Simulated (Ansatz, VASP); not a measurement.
# Cross-check of CuSnF6 between VASP and Ansatz, part 2 of 2

One calculation is typed for both programs; each brings its own data sets and cutoff. How far apart do they land?

VASP 6.6.1 and Ansatz 0.2.0.

So far: The structure; VASP: relaxation of cell and atoms, LDA.

**3. Ansatz: relaxation of cell and atoms, LDA**

Level of this step: Ansatz beside VASP: Kohn-Sham DFT, plane waves, LDA (Ansatz).

Ansatz runs on its default PAW (the set named soft_2) files.

The same cell, functional (in two slightly different forms), mesh and smearing now go to Ansatz, which takes its cutoff from its data sets.

Contents of input.yaml:

```yaml
crystal:
  lattice:
    - [2.471736228, 1.4270575821, 4.6063451254]
    - [-2.4717362327, 1.4270575739, 4.6063451254]
    - [4.8e-09, -2.8541151559, 4.6063451254]
  atoms:
    - { symbol: Sn, position: [0.0, 0.0, 0.0] }
    - { symbol: Cu, position: [0.5, 0.5, 0.5] }
    - { symbol: F, position: [0.2524349579, 0.8954574568, 0.6026066921] }
    - { symbol: F, position: [0.8954574568, 0.6026066921, 0.2524349579] }
    - { symbol: F, position: [0.6026066921, 0.2524349579, 0.8954574568] }
    - { symbol: F, position: [0.7475650421, 0.1045425432, 0.3973933079] }
    - { symbol: F, position: [0.1045425432, 0.3973933079, 0.7475650421] }
    - { symbol: F, position: [0.3973933079, 0.7475650421, 0.1045425432] }
hamiltonian:
  xc: lda
  pseudopotentials: { kind: paw }
kpoints:
  mp_grid: { grid: [5, 5, 5] }
scf:
  occupations: { method: gaussian, width: 0.05 }
relax:
  f_tol: 0.01
  max_steps: 60
  cell: { stress_tol: 0.05 }
output:
  forces: true
  stress: true
```

Started as:

```bash
> ansatz run input.yaml --threads 4 --pin off --max-ram 9216MiB --backend cpu --events-out ev --progress --plain --runs-dir out
```

Numbers of over 12 decimals in the logs are rounded to 6 here.

Output:

```text
Engine: ansatz 0.2.0, aarch64-unknown-linux-gnu
Pseudopotentials: kind: paw
Pseudopotential: Sn, paw, valence charge 14, recommended cutoff 420 eV (normal), Sn.paw.azcp
Pseudopotential: Cu, paw, valence charge 19, recommended cutoff 420 eV (normal), Cu.paw.azcp
Pseudopotential: F, paw, valence charge 7, recommended cutoff 420 eV (normal), F.paw.azcp
Functional definition: SPW92
  exchange = slater_x
  correlation = pw_c
Crystal: 8 atoms, lattice volume = 97.488 Å³
Basis set: ecut = 420 eV, 1869 PW (Γ)
Bands: 46, of which v1, the nominal top of the filled ones, is band 38 counted from 1 (37 counted from 0)
Symmetry: 6 space group operations
Space group: R-3 (ITA 148), of the structure as read, at distance tolerance 4.6e-5 Å
k-points: 23 of 125
Non-local potential: Sn, projectors of the file, l = 0: 2, l = 1: 2, l = 2: 2, l = 3: 2
Non-local potential: Cu, projectors of the file, l = 0: 3, l = 1: 2, l = 2: 3, l = 3: 1
Non-local potential: F, projectors of the file, l = 0: 2, l = 1: 2, l = 2: 1
PAW form: soft (Blöchl's): semilocal exchange-correlation on the pseudo side does not see the compensation charge
PAW frozen core: Sn, regenerated for the run's functional, and the local potential with it (the file was generated under x = pbe(κ = 0.804, μ = 0.219515), c = pbe(β = 0.066725))
PAW frozen core: Cu, regenerated for the run's functional, and the local potential with it (the file was generated under x = pbe(κ = 0.804, μ = 0.219515), c = pbe(β = 0.066725))
PAW frozen core: F, regenerated for the run's functional, and the local potential with it (the file was generated under x = pbe(κ = 0.804, μ = 0.219515), c = pbe(β = 0.066725))
PAW one-centre angular grid: Sn, 590 points (default); XC on 64 Gauss nodes
PAW one-centre angular grid: Cu, 590 points (default); XC on 64 Gauss nodes
PAW one-centre angular grid: F, 110 points (default); XC on 64 Gauss nodes
Initial density: superposition of atomic densities (neutral atoms: chi_scale 0, normalization atom), corrected by the library's trained network
Initial wavefunctions: pseudopotential atomic-orbital guess
Functional: x = slater, c = lda
SCF iter   1: F=—  HF=-17197.385289 eV  |F-HF|=—  |Δ(HF+E_count)|=         —  Δρ=2.37e-2  dr2=3.61e-1  ethr=1.77e-3  ⟨swp⟩=6.0  Hψ=4245  notcnv=0  defer=4
preconditioner: auto → LDOS  [metal: Δε(μ)=0.013 eV  Ē_g=18.286 eV  σ=0.050 eV  W_gap=0.15  n_scr=26 (ndim 8)  ℏωp=30.8 eV  f_vac=0.155  D(μ)=13.49/eV (n_scr^D=192)  β→1.0]
SCF iter   2: F=—  HF=-17197.359776 eV  |F-HF|=—  |Δ(HF+E_count)|=   2.55e-2  Δρ=2.15e-2  dr2=2.05e-1  ethr=4.82e-4  ⟨swp⟩=2.7  Hψ=2253  notcnv=0  defer=74
SCF iter   3: F=—  HF=-17197.274803 eV  |F-HF|=—  |Δ(HF+E_count)|=   8.50e-2  Δρ=4.17e-3  dr2=1.04e-2  ethr=2.73e-4  ⟨swp⟩=2.1  Hψ=1970  notcnv=0  defer=74
SCF iter   4: F=—  HF=-17197.274333 eV  |F-HF|=—  |Δ(HF+E_count)|=   4.70e-4  Δρ=3.86e-3  dr2=9.80e-3  ethr=1.38e-5  ⟨swp⟩=2.0  Hψ=2119  notcnv=0  defer=74
SCF iter   5: F=—  HF=-17197.273621 eV  |F-HF|=—  |Δ(HF+E_count)|=   7.12e-4  Δρ=3.12e-3  dr2=6.92e-3  ethr=1.31e-5  ⟨swp⟩=1.0  Hψ=984  notcnv=0  defer=74
SCF iter   6: F=—  HF=-17197.273349 eV  |F-HF|=—  |Δ(HF+E_count)|=   2.72e-4  Δρ=2.66e-3  dr2=5.56e-3  ethr=9.23e-6  ⟨swp⟩=1.0  Hψ=984  notcnv=0  defer=74
SCF iter   7: F=—  HF=-17197.272386 eV  |F-HF|=—  |Δ(HF+E_count)|=   9.63e-4  Δρ=1.24e-3  dr2=1.23e-3  ethr=7.41e-6  ⟨swp⟩=2.0  Hψ=1089  notcnv=0  defer=74
SCF iter   8: F=—  HF=-17197.272164 eV  |F-HF|=—  |Δ(HF+E_count)|=   2.22e-4  Δρ=3.70e-4  dr2=7.68e-5  ethr=1.64e-6  ⟨swp⟩=2.0  Hψ=1089  notcnv=0  defer=74
SCF iter   9: F=—  HF=-17197.272157 eV  |F-HF|=—  |Δ(HF+E_count)|=   7.36e-6  Δρ=4.62e-5  dr2=1.37e-6  ethr=1.02e-7  ⟨swp⟩=2.4  Hψ=1467  notcnv=0  defer=74
SCF iter  10: F=-17197.272157 eV  HF=-17197.272157 eV  |F-HF|=8.09e-8  |Δ(HF+E_count)|=   3.49e-7  Δρ=1.24e-5  dr2=9.62e-8  ethr=1.33e-10  ⟨swp⟩=3.9  Hψ=4539  notcnv=0
SCF 1 converged in 10 iterations: F = -17197.272157 eV  dr2 = 9.62e-8
  greatest PAW one-centre occupation: 1.000 electrons in one spin orbital (limit 2), on the Cu atom at site 1 (counted from 0), in its partial waves of l = 0
relax step   1: F+E_penalty+E_count = -17197.27215701 eV  Δ(F+E_penalty+E_count) = +0.000e0 eV  max|allowed force component| = 9.299e-2 eV/Å  Δτ_max = 0.0000 Å  P = -0.832 GPa  Ω = 97.488 Å³  (10 SCF iters, dr2 threshold 1.00e-7 eV, accepted)
[... from here on, the SCF cycles and remarks between the steps are left out ...]
relax step   2: F+E_penalty+E_count = -17197.27564034 eV  Δ(F+E_penalty+E_count) = -3.483e-3 eV  max|allowed force component| = 3.068e-2 eV/Å  Δτ_max = 0.0061 Å  P = -0.185 GPa  Ω = 97.386 Å³  energy of the carried Pulay correction = +7.157e-4 eV  (7 SCF iters, dr2 threshold 8.00e-7 eV, accepted)
relax step   3: F+E_penalty+E_count = -17197.27435872 eV  Δ(F+E_penalty+E_count) = +1.282e-3 eV  max|allowed force component| = 1.254e-2 eV/Å  Δτ_max = 0.0091 Å  P = +0.023 GPa  Ω = 97.682 Å³  energy of the carried Pulay correction = -1.358e-3 eV  (9 SCF iters, dr2 threshold 1.15e-7 eV, accepted)
relax step   4: F+E_penalty+E_count = -17197.27264308 eV  Δ(F+E_penalty+E_count) = +1.716e-3 eV  max|allowed force component| = 6.658e-3 eV/Å  Δτ_max = 0.0059 Å  P = -0.018 GPa  Ω = 97.953 Å³  energy of the carried Pulay correction = -3.252e-3 eV  (9 SCF iters, dr2 threshold 9.83e-9 eV, accepted)
relax step   5: F+E_penalty+E_count = -17197.27634545 eV  Δ(F+E_penalty+E_count) = -3.702e-3 eV  max|allowed force component| = 6.659e-3 eV/Å  Δτ_max = 0.0000 Å  P = +0.044 GPa  Ω = 97.953 Å³  stress off target by 8.23e-2 GPa  SCF on the basis re-selected at this cell (its energy is not comparable with the rows above)  (9 SCF iters)
relax step   6: F+E_penalty+E_count = -17197.27473977 eV  Δ(F+E_penalty+E_count) = +1.606e-3 eV  max|allowed force component| = 1.377e-3 eV/Å  Δτ_max = 0.0056 Å  P = +0.028 GPa  Ω = 98.207 Å³  energy of the carried Pulay correction = -1.789e-3 eV  (9 SCF iters, dr2 threshold 1.69e-8 eV, accepted)
relax step   7: F+E_penalty+E_count = -17197.27638619 eV  Δ(F+E_penalty+E_count) = -1.646e-3 eV  max|allowed force component| = 1.373e-3 eV/Å  Δτ_max = 0.0000 Å  P = +0.044 GPa  Ω = 98.207 Å³  stress off target by 6.26e-2 GPa  SCF on the basis re-selected at this cell (its energy is not comparable with the rows above)  (8 SCF iters)
relax step   8: F+E_penalty+E_count = -17197.27502936 eV  Δ(F+E_penalty+E_count) = +1.357e-3 eV  max|allowed force component| = 2.059e-3 eV/Å  Δτ_max = 0.0034 Å  P = -0.030 GPa  Ω = 98.405 Å³  energy of the carried Pulay correction = -1.393e-3 eV  (9 SCF iters, dr2 threshold 9.79e-9 eV, accepted)
relax step   9: F+E_penalty+E_count = -17197.27626804 eV  Δ(F+E_penalty+E_count) = -1.239e-3 eV  max|allowed force component| = 2.002e-3 eV/Å  Δτ_max = 0.0000 Å  P = -0.005 GPa  Ω = 98.405 Å³  stress off target by 3.02e-2 GPa  SCF on the basis re-selected at this cell (its energy is not comparable with the rows above)  (8 SCF iters)
basis re-selected at this cell: Δ(F+E_penalty+E_count) = -1.239e-3 eV, ΔP = +0.025 GPa vs the last step (what re-selecting the basis moved, of the pressure what is left beyond the Pulay correction that the steps carried, after the strain that the cell walked since its last selection, with what the two solves' SCF thresholds leave and, on support functions, any second-order correction that the steps lacked; it is no m [...]
SCF converged after 8 iterations
Free energy (F): -17197.276268 eV
Harris-Foulkes:  -17197.276268 eV  (|F-HF|=5.09e-11)
Internal energy: -17197.259488 eV  (E = F + TS)
E sigma→0 (E₀):  -17197.267878 eV
Entropy (-TS):   -0.016780 eV (-2.098 meV/atom)
Fermi energy:    4.771575 eV
--- Per-component energies (eV) ---
  E_band       = -915.126552
  E_kinetic    = 1714.369392
  E_local      = -10301.244426  (includes V_loc(G=0)·N_el)
  E_nonlocal   = 827.266505
  E_hartree    = 4440.257554
  E_xc         = -927.289112
  E_vxc        = -809.663448  (∫ρ·V_xc dr)
  E_paw        = -6725.109407  (= ΣΔE_a)
  E_vpaw       = -1226.381577  (= ΣTr[D̂ρ^β])
  E_aug_tail   = 0.012489  (compensation charges beyond the density's cutoff)
  E_ewald      = -6227.076553
  E_core_change = 1.554069  (= ΣΔE_core)
  E_smearing   = -0.016780  (= −TS)
  E_closure    = 0.000000  (closes the sum)
  Σ components = -17197.276268   (vs F -17197.276268, Δ=0.00e0)
--- Forces (eV/Å), atoms counted from 1 ---
  atom   1  Sn    -0.00000000     0.00000000     0.00000000
  atom   2  Cu     0.00000000     0.00000000     0.00000000
  atom   3  F      0.00200203     0.00048847     0.00037762
  atom   4  F     -0.00057799    -0.00197805     0.00037762
  atom   5  F     -0.00142405     0.00148958     0.00037762
  atom   6  F     -0.00200203    -0.00048847    -0.00037762
  atom   7  F      0.00057799     0.00197805    -0.00037762
  atom   8  F      0.00142405    -0.00148958    -0.00037762
  max |Σ_I F_I| component: 9.54e-18 eV/Å
--- Stress (GPa, compression-positive) ---
        0.007203      -0.000000      -0.000000
        0.000000       0.007203      -0.000000
       -0.000000      -0.000000      -0.030215
  P = ⅓ Tr σ = -0.0053 GPa (-0.053 kbar)
--- Relaxed structure (6 steps of the walk, 6 accepted, 3 SCFs on fresh bases) ---
  F+E_penalty+E_count = -17197.27626804 eV   max|allowed force component| = 2.002e-3 eV/Å   (the final SCF, on the basis selected at the relaxed cell)
  cell:  # Å, volume = 98.4053 Å³
    - [2.489490, 1.437308, 4.583605]
    - [-2.489490, 1.437308, 4.583605]
    - [4.801175852169481e-9, -2.874616, 4.583605]
  atoms:
    - { symbol: Sn, position: [0, 0, 0] }
    - { symbol: Cu, position: [0.5, 0.500000, 0.500000] }
    - { symbol: F, position: [0.252111, 0.889893, 0.608909] }
    - { symbol: F, position: [0.889893, 0.608909, 0.252111] }
    - { symbol: F, position: [0.608909, 0.252111, 0.889893] }
    - { symbol: F, position: [0.747889, 0.110107, 0.391091] }
    - { symbol: F, position: [0.110107, 0.391091, 0.747889] }
    - { symbol: F, position: [0.391091, 0.747889, 0.110107] }
```

It took 32 s on 4 threads of Arm Neoverse N1, shared host; peak memory 0.48 GiB.

**4. Comparison**

Known differences besides the potentials themselves: the two LDA forms differ slightly; both relaxations stop at a tolerance, which leaves soft axes loose, and VASP keeps its plane-wave basis; the data sets hold 75 valence electrons in Ansatz (default PAW (the set named soft_2) files) and 57 in VASP; the cutoff is 420 eV in Ansatz and 520 eV in VASP; VASP's log shows a relativistic correction to its local exchange, Ansatz's none; Ansatz adds a Pulay correction to the stress that steers its cell, VASP none. Total energies have different zeros and are not compared.

Compared:

```
                                         quantity  Ansatz   VASP  difference
                                      volume (Å³)   98.41  97.49     +0.94 %
edge a after relaxation, in the typed setting (Å)   5.410  5.419     -0.16 %
```

The walks stopped with -0.01 GPa left in Ansatz and -0.14 GPa in VASP; each walk ends within a tolerance, so the volume difference is uncertain by about these residues over the bulk modulus, most in soft cells.

**5. Results**

```yaml
difference_in_volume_relaxation_of_cell_and_atoms_lda: 0.94 %
```

**Reading.** The difference in volume is 0.94 % (relaxation of cell and atoms, LDA), within the 1.2 % picked in this series as the mark of a large difference, as far as the stopping tolerances let one tell. How closely two codes agree says nothing of how well the functional describes the real material.

[Lines on the potential files, build, host, timing and source positions are cut from VASP's logs without a mark.]

[Logs are printed without paths, hosts, clocks, repeated set-up lines and the standing remarks that a program may print on its own settings, such as how far it seeks lower states.]

[Hosts, paths, dates, database ids (printed as entryN), source tags and the programs' standing remarks are cut or masked in the printed files.]
